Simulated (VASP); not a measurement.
Output of a VASP run:

OSZICAR:
```
       N       E                     dE             d eps       ncg     rms          rms(c)
DAV:   1     0.191933498852E+02    0.19193E+02   -0.38323E+03  1008   0.807E+02
DAV:   2    -0.931796596622E+00   -0.20125E+02   -0.20109E+02  1064   0.136E+02
DAV:   3    -0.130589235380E+01   -0.37410E+00   -0.37409E+00  1365   0.268E+01
DAV:   4    -0.130894625331E+01   -0.30539E-02   -0.30539E-02  1246   0.202E+00
DAV:   5    -0.130898886851E+01   -0.42615E-04   -0.42615E-04  1246   0.196E-01    0.205E-01
DAV:   6    -0.130858836198E+01    0.40051E-03   -0.54765E-04  1211   0.373E-01    0.138E-01
DAV:   7    -0.130831152300E+01    0.27684E-03   -0.11165E-03  1155   0.449E-01    0.160E-02
DAV:   8    -0.130830436257E+01    0.71604E-05   -0.48126E-05  1288   0.157E-01    0.219E-03
DAV:   9    -0.130830454298E+01   -0.18041E-06   -0.18965E-07  1113   0.571E-03    0.100E-03
DAV:  10    -0.130830448710E+01    0.55888E-07   -0.60024E-08  1113   0.337E-03
   1 F= -.13083045E+01 E0= -.13080438E+01  d E =-.781982E-03
```

### OUTCAR
```
------------------------ aborting loop because EDIFF is reached ----------------------------------------
  FORCE on cell =-STRESS in cart. coord.  units (eV):
  Direction    XX          YY          ZZ          XY          YZ          ZX
  --------------------------------------------------------------------------------------
  Total        0.0043934      0.0043934      0.0043934      0.0000000     -0.0000000     -0.0000000
  in kB        0.1908348      0.1908348      0.1908348      0.0000000     -0.0000000     -0.0000000
  external PRESSURE =       0.1908348 kB  Pullay stress =       0.0000000 kB
  volume of cell :       36.89
      direct lattice vectors                 reciprocal lattice vectors
    -2.096997478  2.096997478  2.096997478     0.000000000  0.238436148  0.238436148
     2.096997478 -2.096997478  2.096997478     0.238436148  0.000000000  0.238436148
     2.096997478  2.096997478 -2.096997478     0.238436148  0.238436148  0.000000000
 POSITION                                       TOTAL-FORCE (eV/Angst)
 -----------------------------------------------------------------------------------
      0.00000      0.00000      0.00000        -0.000000      0.000000     -0.000000
 -----------------------------------------------------------------------------------
    total drift:                               -0.000000     -0.000000     -0.000000
  FREE ENERGIE OF THE ION-ELECTRON SYSTEM (eV)
  ---------------------------------------------------
  free  energy   TOTEN  =        -1.3083044871 eV

  energy  without entropy=       -1.3075225054  energy(sigma->0) =       -1.30804383
```
(Selected blocks of OUTCAR.)

### POSCAR
```
Na
1
   -2.0969974776     2.0969974776     2.0969974776
    2.0969974776    -2.0969974776     2.0969974776
    2.0969974776     2.0969974776    -2.0969974776
Na
1
Direct
  0.0000000000   0.0000000000   0.0000000000
```

Reconstruct the remaining input files.

Several could match; the one computed here: the input of the run itself, PBE GGA, plane waves, VASP's PBE PAW potentials (set 64).

### KPOINTS
```
Automatic
0
gamma
12 12 12
```

INCAR:
```
# general
SYSTEM  =  Na
PREC    =  Accurate
ENCUT   =  520   # plane-wave cut-off (eV)
LREAL   =  .False.
LASPH   =  .True.

# electronic loop
EDIFF   =  1E-7
NELM    =  100
ALGO    =  Normal

# smearing
ISMEAR  =  1
SIGMA   =  0.1

# functional
GGA     =  PE   # PBE

# ions
ISIF    =  2   # forces and stress, cell fixed

# output
LWAVE   =  .False.
LCHARG  =  .False.
```

POTCAR, in this order: Na_pv (PBE.64 set). Program: vasp_std.

The compound is Na in the bcc structure. It was relaxed first.
